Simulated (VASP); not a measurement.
# TiSn (Cmmm) in VASP: a series of runs

One crystal, TiSn, is run at these levels: PBE; tasks: relaxation of cell and atoms.

Everything below comes from runs of VASP 6.6.1. Logs are shortened: lines on timing, memory, paths and dates and some standing lists are left out, and cuts for length are marked.

### Step 1. Starting point

Symmetry: Cmmm, No. 65, orthorhombic system. The conventional cell has a = 3.996 Å, b = 4.772 Å, c = 4.141 Å, α = 90.00°, β = 90.00°, γ = 90.00°. Ti (site symmetry mmm) has 8 Sn at 2.88 to 3.16 Å and 4 Ti at 3.11 Å as nearest neighbours. Sn (site symmetry mmm) is surrounded by 8 Ti at 2.88 to 3.16 Å and 4 Sn at 3.11 Å.

The cell was built by a generator and needn't be a form met in nature.

### Step 2. Relaxation of cell and atoms, PBE

The input, INCAR:

```
SYSTEM = TiSn
ALGO     = Normal         ! electronic algorithm
EDIFF    = 1E-6           ! SCF threshold, eV
EDIFFG   = -0.01          ! ionic threshold
ENCUT    = 520            ! plane-wave cutoff, eV
GGA      = PE             ! functional
IBRION   = 2              ! ionic algorithm
ISIF     = 3              ! what is computed and relaxed
ISMEAR   = 0              ! smearing method
KPAR     = 4            
LASPH    = .TRUE.         ! aspherical terms in the spheres
LCHARG   = .FALSE.        ! write CHGCAR
LREAL    = .FALSE.        ! projectors in reciprocal space
LWAVE    = .FALSE.        ! write WAVECAR
NELM     = 120            ! most SCF steps
NSW      = 90             ! ionic steps
PREC     = Accurate       ! precision mode
SIGMA    = 0.1            ! smearing width, eV
```

The input, KPOINTS:

```
k-points
0
G
  14 14 10
  0 0 0
```

The input, POSCAR:

```
TiSn
1.0
    1.9980000000     -2.3860000000      0.0000000000
    1.9980000000      2.3860000000      0.0000000000
    0.0000000000      0.0000000000      4.1410000000
Ti Sn
1 1
Direct
    0.5000000000      0.5000000000      0.0000000000
    0.0000000000      0.0000000000      0.5000000000
```

Potentials or basis: VASP PAW PBE potentials, release 64 (Ti_sv, Sn_d).

On the command line:

```bash
$ cat potpaw_PBE.64/Ti_sv/POTCAR potpaw_PBE.64/Sn_d/POTCAR > POTCAR
$ mpirun -np 4 vasp_std > vasp.out
```

OUTCAR:

```text
SYSTEM = TiSn
   EDIFF = 1E-6
   EDIFFG = -0.01
   ENCUT = 520
   GGA = PE
   IBRION = 2
   ISIF = 3
   ISMEAR = 0
   LASPH = .TRUE.
   LREAL = .FALSE.
   NELM = 120
   NSW = 90
   PREC = Accurate

 ion  position               nearest neighbor table
   1  0.500  0.500  0.000-   2 2.88   2 2.88   2 2.88   2 2.88   2 3.16   2 3.16   2 3.16   2 3.16

   2  0.000  0.000  0.500-   1 2.88   1 2.88   1 2.88   1 2.88   1 3.16   1 3.16   1 3.16   1 3.16

  LATTYP: Found a base centered orthorhombic cell.
 ALAT       =     3.9960000000
 B/A-ratio  =     1.1941941942
 C/A-ratio  =     1.0362862863

  Lattice vectors:

 A1 = (   1.9980000000,  -2.3860000000,   0.0000000000)
 A2 = (   1.9980000000,   2.3860000000,   0.0000000000)
 A3 = (   0.0000000000,   0.0000000000,   4.1410000000)

Analysis of symmetry for initial positions (statically):
=====================================================================
 Subroutine PRICEL returns:
 Original cell was already a primitive cell.

 Routine SETGRP: Setting up the symmetry group for a
 base centered orthorhombic supercell.

 Subroutine GETGRP returns: Found  8 space group operations
 (whereof  8 operations were pure point group operations)
 out of a pool of  8 trial point group operations.

The static configuration has the point symmetry D_2h.

Analysis of symmetry for dynamics (positions and initial velocities):
=====================================================================
 Subroutine PRICEL returns:
 Original cell was already a primitive cell.

 Routine SETGRP: Setting up the symmetry group for a
 base centered orthorhombic supercell.

 Subroutine GETGRP returns: Found  8 space group operations
 (whereof  8 operations were pure point group operations)
 out of a pool of  8 trial point group operations.

The dynamic configuration has the point symmetry D_2h.

 Subroutine INISYM returns: Found  8 space group operations
 (whereof  8 operations are pure point group operations),
 and found     1 'primitive' translations

----------------------------------------------------------------------------------------

                                     Primitive cell

  volume of cell :      39.4822

  direct lattice vectors                    reciprocal lattice vectors
     1.998000000 -2.386000000  0.000000000     0.250250250 -0.209555742  0.000000000
     1.998000000  2.386000000  0.000000000     0.250250250  0.209555742  0.000000000
[... 92 lines left out ...]
   ISYM   =      2    0-nonsym 1-usesym 2-fastsym
   POTIM  = 0.5000    time-step for ionic-motion
   TEBEG  =    0.0;   TEEND  =   0.0 temperature during run
   PSTRESS=    0.0 pullay stress
   NELECT =      26.0000    total number of electrons
   NUPDOWN=      -1.0000    fix difference up-down
   EMIN   =  10.00;   EMAX   =-10.00  energy-range for DOS
   EFERMI =   0.00;   METHOD = LEGACY
   ISMEAR =     0;   SIGMA  =   0.10  broadening in eV -4-tet -1-fermi 0-gaus
   EFERMI_NEDOS =   21; number of points for ismear=-14 and -15
   IALGO  =     38    algorithm
   IMIX   =      4    mixing-type and parameters
     AMIX     =   0.40;   BMIX     =  1.00
     AMIX_MAG =   1.60;   BMIX_MAG =  1.00
  volume/ion in A,a.u.               =      19.74       133.22
  Fermi-wavevector in a.u.,A,eV,Ry     =   1.424292  2.691521 27.600866  2.028606
  Thomas-Fermi vector in A             =   2.544798
   LORBIT       =      0    0 simple, 1 ext, 2 COOP (PROOUT), +10 PAW based schemes
   GGA     = PE    functional components
   LHFCALC =     F    Hartree Fock is set to
   AEXX    =    0.0000 exact exchange contribution
   IVDW    =     0    specifies the selected vdW correction
   LEPSILON=     F    determine dielectric tensor
   LRPA    =     F    only Hartree local field effects (RPA)
 conjugate gradient relaxation of ions
 non-spin polarized calculation
 Gauss-broadening in eV      SIGMA  =   0.10
  energy-cutoff  :      520.00
  volume of cell :       39.48
 maximum number of plane-waves:      1083
   NGX = 11   NGY = 11   NGZ = 15

--------------------------------------- Ionic step        1  -------------------------------------------

 number of electron      26.0000006 magnetization

 Free energy of the ion-electron system (eV)
  ---------------------------------------------------
  ext. energy  EPLUGINS =         0.00000000
  ---------------------------------------------------
  free energy    TOTEN  =       -12.10599810 eV

  energy without entropy =      -12.10016680  energy(sigma->0) =      -12.10308245

------------------------ aborting loop because EDIFF is reached ----------------------------------------

  FORCE on cell =-STRESS in cart. coord.  units (eV):
  Direction    XX          YY          ZZ          XY          YZ          ZX
  --------------------------------------------------------------------------------------
  -------------------------------------------------------------------------------------
  Total        0.1600117      0.1937621     -0.0453765      0.0000000      0.0000000      0.0000000
  in kB        6.4932375      7.8628195     -1.8413673      0.0000000      0.0000000      0.0000000
  external PRESSURE =       4.1715633 kB  Pullay stress =       0.0000000 kB
[... 203 lines left out ...]
--------------------------------------- Ionic step        7  -------------------------------------------

 number of electron      26.0000003 magnetization

 Free energy of the ion-electron system (eV)
  ---------------------------------------------------
  ext. energy  EPLUGINS =         0.00000000
  ---------------------------------------------------
  free energy    TOTEN  =       -12.10733833 eV

  energy without entropy =      -12.10094137  energy(sigma->0) =      -12.10413985

 E-fermi :   9.7100     XC(G=0): -11.3940

 val. band max:        9.7088782722   @ k =   0.3571   0.2143   0.3000
 cond. band min:       9.7262636343   @ k =  -0.3571   0.3571   0.1000
 fundamental gap:      0.0173853621
 Fermi energy:         9.7100309643

 k-point     1 :       0.0000    0.0000    0.0000
  band No.  band energies     occupation
      1     -47.3945      2.00000
      2     -23.7900      2.00000
      3     -23.5493      2.00000
      4     -23.4800      2.00000
      5     -11.7944      2.00000
      6     -11.6222      2.00000
[... 457 lines left out ...]
      4     -23.5348      2.00000
      5     -11.6735      2.00000
      6     -11.5673      2.00000
[... 9 lines left out ...]
     16      11.6101      0.00000
     17      12.9494      0.00000

 [... further k-points ...]
[... 5 lines left out ...]
  --------------------------------------------------------------------------------------
  -------------------------------------------------------------------------------------
  Total       -0.0079021     -0.0017005      0.0045438      0.0000000      0.0000000      0.0000000
  in kB       -0.3188628     -0.0686179      0.1833513      0.0000000      0.0000000      0.0000000
  external PRESSURE =      -0.0680431 kB  Pullay stress =       0.0000000 kB
[... 17 lines left out ...]
  FREE ENERGIE OF THE ION-ELECTRON SYSTEM (eV)
  ---------------------------------------------------
  free  energy   TOTEN  =       -12.1073383304 eV

  energy  without entropy=      -12.1009413731  energy(sigma->0) =      -12.10413985

 reached required accuracy - stopping structural energy minimisation
```

OSZICAR:

```text
N       E                     dE             d eps       ncg     rms          rms(c)
DAV:   1     0.218984322429E+03    0.21898E+03   -0.14662E+04 11687   0.231E+03
DAV:   2     0.904648127913E+01   -0.20994E+03   -0.20818E+03 11701   0.476E+02
DAV:   3    -0.123301773724E+02   -0.21377E+02   -0.21142E+02 20131   0.140E+02
DAV:   4    -0.135310531087E+02   -0.12009E+01   -0.11925E+01 14646   0.258E+01
[... 53 lines left out ...]
DAV:   2    -0.121075226993E+02    0.39656E-03   -0.13425E-03 12960   0.496E-01    0.849E-02
DAV:   3    -0.121073506427E+02    0.17206E-03   -0.36029E-04 17783   0.222E-01    0.215E-02
DAV:   4    -0.121073406732E+02    0.99695E-05   -0.68584E-05 16541   0.803E-02    0.121E-02
DAV:   5    -0.121073388588E+02    0.18144E-05   -0.76539E-06 12863   0.337E-02    0.517E-03
DAV:   6    -0.121073383304E+02    0.52838E-06   -0.59886E-07  6447   0.127E-02
   7 F= -.12107338E+02 E0= -.12104140E+02  d E =-.543748E-03
```

CONTCAR:

```text
TiSn
   1.00000000000000
     2.0080412561721910   -2.4067200655390435    0.0000000000000000
     2.0080412561721910    2.4067200655390435    0.0000000000000000
     0.0000000000000000    0.0000000000000000    4.1079190001512762
  Ti              Sn
     1     1
Direct
     0.5000000000000000    0.5000000000000000    0.0000000000000000
     0.0000000000000000    0.0000000000000000    0.5000000000000000

  0.00000000E+00  0.00000000E+00  0.00000000E+00
  0.00000000E+00  0.00000000E+00  0.00000000E+00
```

Wall time 83 s (4 MPI ranks of Intel Xeon 6975P-C (Granite Rapids), shared host); peak memory 0.34 GiB.

What came out:

```
Free energy                            : -12.1073 eV
Relaxed volume                         : 19.85 Å³/atom
Relaxed cell                           : a = 3.134 Å, b = 3.134 Å, c = 4.108 Å, α = 90.00°, β = 90.00°, γ = 100.32°
Space group after relaxing (to 0.05 Å) : Cmmm (No. 65)
Energy gained by relaxing              : 0.7 meV/atom
Ionic steps                            : 7
Pressure after relaxing                : 0.0 GPa
Band gap on the k mesh                 : none (metal or under the smearing width)
```

Step by step:
| step | energy change (eV) | largest force (eV/Å) | pressure (GPa) | volume (Å³) |
| --- | --- | --- | --- | --- |
| 1 | 0.0000 | 0.0000 | 0.42 | 39.48 |
| 2 | -0.0008 | 0.0000 | -0.23 | 39.78 |
| 3 | -0.0008 | 0.0000 | -0.28 | 39.81 |
| 4 | -0.0013 | 0.0000 | -0.16 | 39.74 |
| 5 | -0.0013 | 0.0000 | -0.09 | 39.72 |
| 6 | -0.0013 | 0.0000 | 0.05 | 39.68 |
| 7 | -0.0013 | 0.0000 | -0.01 | 39.71 |

Final structure:
```cif
data_structure
_symmetry_space_group_name_H-M 'P 1'
_symmetry_Int_Tables_number 1
_cell_length_a 3.1344
_cell_length_b 3.1344
_cell_length_c 4.1079
_cell_angle_alpha 90.000
_cell_angle_beta 90.000
_cell_angle_gamma 100.320
_cell_volume 39.71
loop_
_atom_site_label
_atom_site_type_symbol
_atom_site_fract_x
_atom_site_fract_y
_atom_site_fract_z
_atom_site_occupancy
Ti1 Ti 0.50000 0.50000 0.00000 1
Sn1 Sn 0.00000 0.00000 0.50000 1
```

### Step 3. Relaxation of cell and atoms, PBE

This run uses another cell than the first one, of 19.85 Å³/atom, 1.006 times its volume.

INCAR, as its differences from that of step 2:

```diff
@@ -2,4 +2,4 @@
 ALGO     = Normal         ! electronic algorithm
-EDIFF    = 1E-6           ! SCF threshold, eV
-EDIFFG   = -0.01          ! ionic threshold
+EDIFF    = 1E-7           ! SCF threshold, eV
+EDIFFG   = -0.005         ! ionic threshold
 ENCUT    = 520            ! plane-wave cutoff, eV
@@ -15,3 +15,4 @@
 NELM     = 120            ! most SCF steps
-NSW      = 90             ! ionic steps
+NSW      = 60             ! ionic steps
+POTIM    = 0.3            ! step
 PREC     = Accurate       ! precision mode
```

KPOINTS is that of step 2.

The input, POSCAR:

```
TiSn                                    
1.0
    2.0080412562     -2.4067200655      0.0000000000
    2.0080412562      2.4067200655      0.0000000000
    0.0000000000      0.0000000000      4.1079190002
  Ti              Sn            
     1     1
Direct
     0.5000000000000000    0.5000000000000000    0.0000000000000000
     0.0000000000000000    0.0000000000000000    0.5000000000000000
```

Potentials or basis: VASP PAW PBE potentials, release 64 (Ti_sv, Sn_d).

On the command line:

```bash
$ cat potpaw_PBE.64/Ti_sv/POTCAR potpaw_PBE.64/Sn_d/POTCAR > POTCAR
$ mpirun -np 4 vasp_std > vasp.out
```

It took 33 s on 4 MPI ranks of Intel Xeon 6975P-C (Granite Rapids), shared host; peak memory 0.33 GiB.

Results (log left out):

| Property | Result |
| --- | --- |
| Free energy | -12.1075 eV |
| Relaxed volume | 19.85 Å³/atom |
| Relaxed cell | a = 3.134 Å, b = 3.134 Å, c = 4.108 Å, α = 90.00°, β = 90.00°, γ = 100.32° |
| Space group after relaxing (to 0.05 Å) | Cmmm (No. 65) |
| Energy gained by relaxing | 0.0 meV/atom |
| Ionic steps | 2 |
| Pressure after relaxing | 0.0 GPa |
| Band gap on the k mesh | none (metal or under the smearing width) |

Final structure:
```yaml
crystal:
  lattice:
    - [2.00775, -2.40655, 0.00000]
    - [2.00775, 2.40655, 0.00000]
    - [0.00000, 0.00000, 4.10808]
  atoms:
    - { symbol: Ti, position: [0.50000, 0.50000, 0.00000] }
    - { symbol: Sn, position: [0.00000, 0.00000, 0.50000] }
```

Levels at points of the mesh, in eV from the Fermi level:
```csv
k point,band 10,band 11,band 12,band 13,band 14,band 15,band 16,band 17
"(0.00, 0.00, 0.00)",-10.86,-1.58,-1.29,-0.66,1.20,1.57,1.88,4.52
"(0.50, 0.00, 0.00)",-7.45,-5.63,-2.06,-0.80,1.09,1.39,2.89,4.79
"(0.50, 0.50, 0.00)",-5.52,-3.61,-1.32,-0.71,-0.24,0.17,2.20,2.69
"(0.00, 0.00, 0.50)",-9.72,-5.89,-0.61,0.14,0.43,1.05,1.87,7.28
"(0.50, 0.00, 0.50)",-7.28,-4.25,-2.64,-1.36,1.11,1.21,1.34,2.43
"(0.50, 0.50, 0.50)",-4.08,-3.70,-2.96,-2.68,1.25,1.97,2.69,3.18
```
